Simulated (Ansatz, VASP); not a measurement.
**Cross-check of Si2Ni between VASP and Ansatz**

Wanted: the spread between two codes on one cell, functional and k mesh. The cell is taken from a series of VASP runs on this material, whose earlier steps may have relaxed, scaled or displaced it; both programs get it as it stands.

Program: Ansatz 0.2.0. Level of theory: plane waves, with VASP 6.6.1 beside it; relaxation of cell and atoms at LDA and relaxation of cell and atoms at RPBE. Results are calculated unless marked as measured.

### 1. The starting structure

The structure is cubic, space group Fm-3m (No. 225). The conventional cell has a = 5.350 Å, b = 5.350 Å, c = 5.350 Å, α = 90.00°, β = 90.00°, γ = 90.00°. Ni has 8 Si at 2.32 Å nearest. Si has 4 Ni at 2.32 Å nearest. Farther neighbours are not listed.

### 2. Ansatz: relaxation of cell and atoms, LDA

Ansatz runs on its default PAW (the set named soft_2) files.

The relaxed volume is the usual yardstick between codes: its relative difference is about their pressure difference at one cell divided by the bulk modulus.

Input file input.yaml:

```yaml
crystal:
  lattice:
    - [0.0, 2.6751385183, 2.6751385183]
    - [2.6751385183, 0.0, 2.6751385183]
    - [2.6751385183, 2.6751385183, 0.0]
  atoms:
    - { symbol: Ni, position: [0.0, 0.0, 0.0] }
    - { symbol: Si, position: [0.75, 0.75, 0.75] }
    - { symbol: Si, position: [0.25, 0.25, 0.25] }
hamiltonian:
  xc: lda
  pseudopotentials: { kind: paw }
magnetization:
  spin_polarized: true
kpoints:
  mp_grid: { grid: [12, 12, 12] }
scf:
  occupations: { method: gaussian, width: 0.05 }
relax:
  f_tol: 0.01
  max_steps: 60
  cell: { stress_tol: 0.05 }
output:
  forces: true
  stress: true
  write_density: true
  write_potential: true
  elf: true
  volumetric_format: npy
```

Run with:

```sh
> ansatz run input.yaml --threads 4 --pin off --max-ram 9216MiB --backend cpu --events-out ev --progress --plain --runs-dir out
```

Numbers of over 12 decimals in the logs are rounded to 6 here.

What it wrote:

```text
band count auto-derived: 18 (N_el = 26.0; filled up to band 13; 17 by the electrons, moments and atoms)
Engine: ansatz 0.2.0, aarch64-unknown-linux-gnu
Pseudopotentials: kind: paw
Pseudopotential: Ni, paw, valence charge 18, recommended cutoff 420 eV (normal), Ni.paw.azcp
Pseudopotential: Si, paw, valence charge 4, recommended cutoff 420 eV (normal), Si.paw.azcp
Functional definition: SPW92
  exchange = slater_x
  correlation = pw_c
Crystal: 3 atoms, lattice volume = 38.289 Å³
Basis set: ecut = 420 eV, 725 PW (Γ)
Bands: 18, of which v1, the nominal top of the filled ones, is band 13 counted from 1 (12 counted from 0)
Symmetry: 48 space group operations
Space group: Fm-3m (ITA 225), of the structure as read, at distance tolerance 3.4e-5 Å
k-points: 72 of 1728
Non-local potential: Ni, projectors of the file, l = 0: 3, l = 1: 2, l = 2: 3, l = 3: 1
Non-local potential: Si, projectors of the file, l = 0: 2, l = 1: 2, l = 2: 2
PAW form: soft (Blöchl's): semilocal exchange-correlation on the pseudo side does not see the compensation charge
PAW frozen core: Ni, regenerated for the run's functional, and the local potential with it (the file was generated under x = pbe(κ = 0.804, μ = 0.219515), c = pbe(β = 0.066725))
PAW frozen core: Si, regenerated for the run's functional, and the local potential with it (the file was generated under x = pbe(κ = 0.804, μ = 0.219515), c = pbe(β = 0.066725))
PAW one-centre angular grid: Ni, 590 points (default); XC on 64 Gauss nodes
PAW one-centre angular grid: Si, 110 points (default); XC on 64 Gauss nodes
Initial density: superposition of atomic densities (chi_scale 0.1, normalization cell, long waves kept (reshape's long-wave potential 0.00 eV rms))
Initial wavefunctions: pseudopotential atomic-orbital guess
Functional: x = slater, c = lda
SCF iter   1: F=—  HF=-6992.984156 eV  |F-HF|=—  |Δ(HF+E_count)|=         —  Δρ=4.35e-2 (↑4.35e-2 ↓4.35e-2)  dr2=3.87e0  dr2_m=0.00e0  M=0.000 μB ∫|m|=0.000 μB  β_m=0.30  ethr=3.10e-3  ⟨swp⟩=5.6  Hψ=6464  notcnv=0
preconditioner: auto → none  [insulator: Δε(μ)=0.063 eV  Ē_g=9.775 eV  σ=0.050 eV  W_gap=0.59  n_scr=14 (ndim 8)  ℏωp=25.5 eV  f_vac=0.000  D(μ)=0.75/eV (n_scr^D=0)  ε∞_Penn≈7.8]
SCF iter   2: F=—  HF=-6992.893519 eV  |F-HF|=—  |Δ(HF+E_count)|=   9.06e-2  Δρ=8.22e-2 (↑8.22e-2 ↓8.22e-2)  dr2=6.20e0  dr2_m=0.00e0  M=0.000 μB ∫|m|=0.000 μB  β_m=0.21  ethr=3.10e-3  ⟨swp⟩=3.6  Hψ=3226  notcnv=0  defer=65
preconditioner: auto → Kerker (q_TF=auto, 2.558 Å⁻¹)  [metal: Δε(μ)=0.029 eV  Ē_g=8.947 eV  σ=0.050 eV  W_gap=0.31  n_scr=14 (ndim 8)  ℏωp=25.5 eV  f_vac=0.000  D(μ)=1.07/eV (n_scr^D=8)]
spin=Collinear: Kerker preconditioning applied to the charge; magnetization (m = ρ↑ − ρ↓) channel mixes plain (no charge-response kernel on spin).
SCF iter   3: F=—  HF=-6991.303810 eV  |F-HF|=—  |Δ(HF+E_count)|=    1.59e0  Δρ=4.16e-2 (↑4.16e-2 ↓3.81e-2)  dr2=4.83e-1  dr2_m=4.83e-1  M=1.236 μB ∫|m|=1.236 μB  ethr=3.10e-3  ⟨swp⟩=2.3  Hψ=2699  notcnv=0  defer=57
Mixer restart at iter 3: flushing history
SCF iter   4: F=—  HF=-6992.216807 eV  |F-HF|=—  |Δ(HF+E_count)|=         —  Δρ=3.42e-2 (↑3.39e-2 ↓3.42e-2)  dr2=6.19e-1  dr2_m=3.03e-1  M=0.147 μB ∫|m|=0.152 μB  β_m=0.23  ethr=1.86e-3  ⟨swp⟩=3.4  Hψ=6270  notcnv=0  defer=28
SCF iter   5: F=—  HF=-6992.183741 eV  |F-HF|=—  |Δ(HF+E_count)|=   3.31e-2  Δρ=2.83e-2 (↑2.83e-2 ↓2.74e-2)  dr2=4.36e-1  dr2_m=1.98e-1  M=0.119 μB ∫|m|=0.125 μB  β_m=0.60  ethr=1.86e-3  ⟨swp⟩=1.1  Hψ=3158  notcnv=0  defer=31
SCF iter   6: F=—  HF=-6992.088067 eV  |F-HF|=—  |Δ(HF+E_count)|=   9.57e-2  Δρ=8.03e-3 (↑5.81e-3 ↓8.03e-3)  dr2=6.39e-2  dr2_m=6.03e-4  M=0.001 μB ∫|m|=0.017 μB  β_m=0.51  ethr=1.68e-3  ⟨swp⟩=2.0  Hψ=4424  notcnv=0  defer=37
Mixer restart at iter 6: flushing history
SCF iter   7: F=—  HF=-6992.081164 eV  |F-HF|=—  |Δ(HF+E_count)|=         —  Δρ=4.80e-3 (↑4.80e-3 ↓4.80e-3)  dr2=2.54e-2  dr2_m=0.00e0  M=0.000 μB ∫|m|=0.000 μB  β_m=0.51  ethr=2.46e-4  ⟨swp⟩=5.7  Hψ=5041  notcnv=0  defer=24
SCF iter   8: F=—  HF=-6992.083997 eV  |F-HF|=—  |Δ(HF+E_count)|=   2.83e-3  Δρ=5.88e-3 (↑5.88e-3 ↓5.88e-3)  dr2=3.81e-2  dr2_m=0.00e0  M=0.000 μB ∫|m|=0.000 μB  β_m=0.39  ethr=9.77e-5  ⟨swp⟩=2.1  Hψ=2665  notcnv=0  defer=61
SCF iter   9: F=—  HF=-6992.079331 eV  |F-HF|=—  |Δ(HF+E_count)|=   4.67e-3  Δρ=2.09e-3 (↑2.09e-3 ↓2.09e-3)  dr2=6.30e-3  dr2_m=0.00e0  M=0.000 μB ∫|m|=0.000 μB  β_m=0.30  ethr=9.77e-5  ⟨swp⟩=2.1  Hψ=1932  notcnv=0  defer=61
SCF iter  10: F=—  HF=-6992.078828 eV  |F-HF|=—  |Δ(HF+E_count)|=   5.03e-4  Δρ=7.88e-4 (↑7.88e-4 ↓7.88e-4)  dr2=1.62e-3  dr2_m=0.00e0  M=0.000 μB ∫|m|=0.000 μB  β_m=0.64  ethr=2.42e-5  ⟨swp⟩=1.6  Hψ=1283  notcnv=0  defer=61
SCF iter  11: F=—  HF=-6992.078605 eV  |F-HF|=—  |Δ(HF+E_count)|=   2.23e-4  Δρ=3.17e-4 (↑3.17e-4 ↓3.17e-4)  dr2=1.55e-4  dr2_m=0.00e0  M=0.000 μB ∫|m|=0.000 μB  β_m=0.82  ethr=6.23e-6  ⟨swp⟩=1.6  Hψ=1606  notcnv=0  defer=61
SCF iter  12: F=—  HF=-6992.078585 eV  |F-HF|=—  |Δ(HF+E_count)|=   1.96e-5  Δρ=7.88e-5 (↑7.88e-5 ↓7.88e-5)  dr2=7.58e-6  dr2_m=0.00e0  M=0.000 μB ∫|m|=0.000 μB  β_m=0.73  ethr=5.97e-7  ⟨swp⟩=1.0  Hψ=1251  notcnv=0  defer=61
[...]
Stability of the state it starts from, as read at its close in the collinear treatment: not read negative (Ritz values of 1 − χ₀K, real part plus size of imaginary part, from 0.84 to 1.1, by its mixing steps under the symmetry group of the SCF that read it); nothing settles its magnetic order
iter 1 solved again at ethr=4.64e-7 eV; its pass at ethr=3.10e-3 eV (dr2=1.21e-4 eV) is discarded
SCF iter   1: F=—  HF=-6992.078589 eV  |F-HF|=—  |Δ(HF+E_count)|=         —  Δρ=2.83e-6 (↑2.83e-6 ↓2.83e-6)  dr2=8.26e-9  dr2_m=0.00e0  M=0.000 μB ∫|m|=0.000 μB  β_m=0.30  ethr=4.64e-7  ⟨swp⟩=3.0  Hψ=9727  notcnv=0
eigensolver tolerance schedule: the retry pair's looser diagonalisation over-reported the residual by 14613.80 of it (diagonalisation noise at an unbounded share of the residual, at the tolerance the schedule requests for it); recorded, not acted on — ethr = c·dr2/N_el stays at c = 1.0e-1
preconditioner: auto → Kerker (q_TF=auto, 2.558 Å⁻¹)  [metal: Δε(μ)=0.016 eV  Ē_g=9.135 eV  σ=0.050 eV  W_gap=0.18  n_scr=14 (ndim 8)  ℏωp=25.5 eV  f_vac=0.000  D(μ)=1.19/eV (n_scr^D=14)]
spin=Collinear: Kerker preconditioning applied to the charge; magnetization (m = ρ↑ − ρ↓) channel mixes plain (no charge-response kernel on spin).
SCF iter   2: F=—  HF=-6992.078586 eV  |F-HF|=—  |Δ(HF+E_count)|=   3.46e-6  Δρ=2.30e-6 (↑2.30e-6 ↓2.30e-6)  dr2=4.46e-9  dr2_m=0.00e0  M=0.000 μB ∫|m|=0.000 μB  β_m=0.25  ethr=3.18e-11  ⟨swp⟩=7.8  Hψ=7422  notcnv=0
SCF iter   3: F=-6992.078586 eV  HF=-6992.078586 eV  |F-HF|=1.89e-10  |Δ(HF+E_count)|=  4.15e-10  Δρ=1.04e-6 (↑1.04e-6 ↓1.04e-6)  dr2=9.41e-10  dr2_m=0.00e0  M=0.000 μB ∫|m|=0.000 μB  ethr=1.72e-11  ⟨swp⟩=5.0  Hψ=6212  notcnv=0
SCF 2 converged in 3 iterations: F = -6992.078586 eV  dr2 = 9.41e-10
relax step   1: F+E_penalty+E_count = -6992.07858578 eV  Δ(F+E_penalty+E_count) = +0.000e0 eV  max|allowed force component| = 3.547e-17 eV/Å  Δτ_max = 0.0000 Å  P = -0.227 GPa  Ω = 38.289 Å³  (3 SCF iters, dr2 threshold 1.00e-7 eV, accepted)
[...]
relax step   2: F+E_penalty+E_count = -6992.07862983 eV  Δ(F+E_penalty+E_count) = -4.405e-5 eV  max|allowed force component| = 4.318e-17 eV/Å  Δτ_max = 0.0000 Å  P = -0.109 GPa  Ω = 38.261 Å³  energy of the carried Pulay correction = +1.509e-5 eV  (5 SCF iters, dr2 threshold 1.29e-7 eV, accepted)
[...]
relax step   3: F+E_penalty+E_count = -6992.07865206 eV  Δ(F+E_penalty+E_count) = -2.223e-5 eV  max|allowed force component| = 5.243e-17 eV/Å  Δτ_max = 0.0000 Å  P = +0.001 GPa  Ω = 38.236 Å³  energy of the carried Pulay correction = +2.888e-5 eV  (5 SCF iters, dr2 threshold 2.95e-8 eV, accepted)
[...]
relax step   4: F+E_penalty+E_count = -6992.07862590 eV  Δ(F+E_penalty+E_count) = +2.617e-5 eV  max|allowed force component| = 6.168e-17 eV/Å  Δτ_max = 0.0000 Å  P = +0.000 GPa  Ω = 38.236 Å³  stress off target by 3.42e-4 GPa  SCF on the basis re-selected at this cell (its energy is not comparable with the rows above)  (6 SCF iters)
basis re-selected at this cell: Δ(F+E_penalty+E_count) = +2.617e-5 eV, ΔP = -0.000 GPa vs the last step (what re-selecting the basis moved, of the pressure what is left beyond the Pulay correction that the steps carried, after the strain that the cell walked since its last selection, with what the two solves' SCF thresholds leave and, on support functions, any second-order correction that the steps lacked; it is no m [...]
SCF converged after 6 iterations
Magnetization: 0.0000 μB (13.0000 up, 13.0000 down)
Absolute magnetization: 0.0000 μB (∫|ρ↑−ρ↓|)
Spin contamination: 0.0000 ħ² per cell (⟨S²⟩ above its minimum at these occupations)
Per-site moments (μB) at R_I (Å): [(0.0, 0.955214), (0.0, 0.955214), (0.0, 0.955214)]
Free energy (F): -6992.078626 eV
Harris-Foulkes:  -6992.078626 eV  (|F-HF|=1.82e-12)
Internal energy: -6992.077157 eV  (E = F + TS)
E sigma→0 (E₀):  -6992.077891 eV
Entropy (-TS):   -0.001469 eV (-0.490 meV/atom)
Fermi energy:    13.588836 eV
--- Per-component energies (eV) ---
  E_band       = -336.697377
  E_kinetic    = 374.062018
  E_local      = -4870.239370  (includes V_loc(G=0)·N_el)
  E_nonlocal   = 684.962394
  E_hartree    = 2105.067591
  E_xc         = -199.649310
  E_vxc        = -211.002303  (∫ρ·V_xc dr)
  E_paw        = -2531.530590  (= ΣΔE_a)
  E_vpaw       = -524.615611  (= ΣTr[D̂ρ^β])
  E_aug_tail   = 0.000485  (compensation charges beyond the density's cutoff)
  E_ewald      = -2555.353158
  E_core_change = 0.602782  (= ΣΔE_core)
  E_smearing   = -0.001469  (= −TS)
  E_closure    = 0.000000  (closes the sum)
  Σ components = -6992.078626   (vs F -6992.078626, Δ=0.00e0)
--- Forces (eV/Å), atoms counted from 1 ---
  atom   1  Ni     0.00000000    -0.00000000     0.00000000
  atom   2  Si    -0.00000000    -0.00000000     0.00000000
  atom   3  Si     0.00000000     0.00000000     0.00000000
  max |Σ_I F_I| component: 3.70e-17 eV/Å
--- Stress (GPa, compression-positive) ---
        0.000342      -0.000000      -0.000000
       -0.000000       0.000342      -0.000000
       -0.000000      -0.000000       0.000342
  P = ⅓ Tr σ = 0.0003 GPa (0.003 kbar)
--- Band table (eV; the first three rows and the last of 144) ---
  k-point 0 ↑: bands = [... 9 lower, 9.8791, 13.4412, 15.3565, 15.3565, 15.3565, 15.8038, 15.8038, 15.8038, ... 1 higher]
  k-point 1 ↑: bands = [... 9 lower, 9.8590, 13.2196, 14.3461, 14.7903, 14.7903, 16.3840, 16.3840, 17.1233, ... 1 higher]
  k-point 2 ↑: bands = [... 9 lower, 9.8161, 12.0953, 14.0964, 14.0964, 14.3774, 16.5653, 16.5653, 17.5953, ... 1 higher]
  k-point 71 ↓: bands = [... 9 lower, 9.6589, 9.7669, 10.2348, 11.0336, 15.8753, 15.8753, 18.1875, 18.8649, ... 1 higher]
--- Relaxed structure (3 steps of the walk, 3 accepted, 1 SCFs on fresh bases) ---
  F+E_penalty+E_count = -6992.07862590 eV   max|allowed force component| = 6.168e-17 eV/Å   (the final SCF, on the basis selected at the relaxed cell)
  cell:  # Å, volume = 38.2357 Å³
    - [0, 2.673907, 2.673907]
    - [2.673907, 0, 2.673907]
    - [2.673907, 2.673907, 0]
  atoms:
    - { symbol: Ni, position: [0, 0, 0] }
    - { symbol: Si, position: [0.750000, 0.750000, 0.750000] }
    - { symbol: Si, position: [0.25, 0.25, 0.25] }
```

The job ended after 8.4 s (4 threads of Arm Neoverse N1, shared host; peak memory 0.38 GiB; 29 s of CPU time).

(Continued in part 2 of 2.)

[Lines on the potential files, build, host, timing and source positions are cut from VASP's logs without a mark.]

[Logs are printed without paths, hosts, clocks, repeated set-up lines and the standing remarks that a program may print on its own settings, such as how far it seeks lower states.]

[Hosts, paths, dates, database ids (printed as entryN), source tags and the programs' standing remarks are cut or masked in the printed files.]
